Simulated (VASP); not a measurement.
An input for Ansatz (written as the equivalent of a VASP run, and not itself run):

Ansatz 0.2 input:
```yaml
crystal:
  lattice:
    - [3.6290010, 0.0000000, 0.0000000]
    - [-1.8145000, 3.1428070, 0.0000000]
    - [0.0000000, 0.0000000, 5.8920240]
  atoms:
    - { symbol: Pm, position: [0.3240800, 0.6634820, 0.2403710], spin: 4 }
    - { symbol: Pm, position: [0.6759200, 0.3365180, 0.7596290], spin: 4 }
kpoints:
  mp_grid: { grid: [7, 7, 4] }
hamiltonian:
  xc: pbe
  pseudopotentials: { kind: paw }
magnetization: { spin_polarized: true }
scf:
  occupations: { method: gaussian, width: 0.05 }
  max_iter: 100
output: { forces: true, stress: true, eigenvalues: true }
```

**Question.** Write the VASP files for the same calculation (PBE).

**Answer.** Several could match; the one computed here: 
**INCAR**
```
SYSTEM = Pm
PREC = Accurate; ENCUT = 300; LREAL = .False.
LASPH = .True.
EDIFF = 1E-6; NELM = 100; ALGO = Normal
LMAXMIX = 6
ISMEAR = 0; SIGMA = 0.05
GGA = PE
MAGMOM = 4.0 4.0
ISPIN = 2
ISIF = 2
LWAVE = .False.; LCHARG = .False.; LORBIT = 11
```

File KPOINTS:
```
Automatic mesh
0
G
  7 7 4
```

**POSCAR**
```
Pm
1
    3.6290010000     0.0000000000     0.0000000000
   -1.8145000000     3.1428070000     0.0000000000
    0.0000000000     0.0000000000     5.8920240000
Pm
2
Direct
  0.3240800000   0.6634820000   0.2403710000
  0.6759200000   0.3365180000   0.7596290000
```

POTCAR, in this order: Pm (PBE.64 set). Program: vasp_std.

Limits of the translation: each code has its own PAW files, so the cut-off isn't converted (ENCUT is set for VASP's; basis.ecutwfc is left out, and Ansatz then takes the one that its files recommend); Ansatz stops its SCF on the density residual and VASP on the energy change (EDIFF).

The structure was generated: Pm was put into an ordered model structure, which need not be its known phase. The cell was not relaxed at this level, atoms are displaced from their ideal sites.
